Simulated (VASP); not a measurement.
Consider the following.

```yaml
crystal:
  lattice:
    - [0.00000, 2.29582, 2.29582]
    - [2.29582, 0.00000, 2.29582]
    - [9.15810, 9.15810, 0.02518]
  atoms:
    - { symbol: Zr, position: [0.01050, 0.01050, 0.99212] }
    - { symbol: Zr, position: [0.00000, 0.00000, 0.25000] }
    - { symbol: Zr, position: [0.98950, 0.98950, 0.50788] }
    - { symbol: C, position: [0.50511, 0.50511, 0.12117] }
    - { symbol: C, position: [0.49489, 0.49489, 0.37883] }
    - { symbol: C, position: [0.48467, 0.48467, 0.63650] }
    - { symbol: C, position: [0.51533, 0.51533, 0.86350] }
    - { symbol: Ti, position: [0.00000, 0.00000, 0.75000] }
```

The numbers are results of PBEsol GGA, VASP's PBE PAW potentials (set 64) (plane waves; VASP), not measurements. Numerical set-up: 520 eV cut-off, 13×13×4 Γ-centred mesh, tetrahedra with Blöchl corrections, potentials Zr_sv C Ti_sv.

### Question
Predict the energy per atom (σ→0), band gap (on the k-mesh) with the smallest direct gap where there is one.

### Answer

```yaml
band gap (on the k-mesh): none (metal, semimetal or under 0.01 eV)
energy per atom (σ→0): -10.146 eV/atom
```

Total energies compare only between runs with the same potentials, cut-off and functional.

The structure was generated: TiZr3C4 was put into an ordered model structure (R-3m), which need not be its known phase. It was relaxed first.
